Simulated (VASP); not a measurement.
Consider the following.

```
GaSrGeH
1.0
    4.15448     0.00000     0.00000
   -2.07724     3.59788     0.00000
    0.00000     0.00000     4.75370
Sr Ga Ge H
1 1 1 1
Cartesian
  0.00000   2.39859   4.73618
  2.07724   1.19929   2.63706
  0.00000   0.00000   2.07013
  2.07724   1.19929   4.36901
```

Level of theory: LDA (Ceperley-Alder, Perdew-Zunger), VASP's LDA PAW potentials (set 64) (plane waves; VASP 6.6.1). Numerical set-up: 400 eV cut-off, Gaussian smearing of 0.050 eV, potentials Sr_sv Ga_d Ge_d H.

### Question
Predict the band gap (along the path) with the smallest direct gap where there is one.

### Answer

```yaml
band gap (along the path): 0.32 eV
smallest direct gap (along the path): 0.44 eV
```

The absolute energy has meaning only against runs of the same code, potentials and settings.

The structure comes from a computed database's SrGaGeH entry (P3m1); how it stands against other phases isn't given here. It was relaxed first, which changed the volume by -7 %.
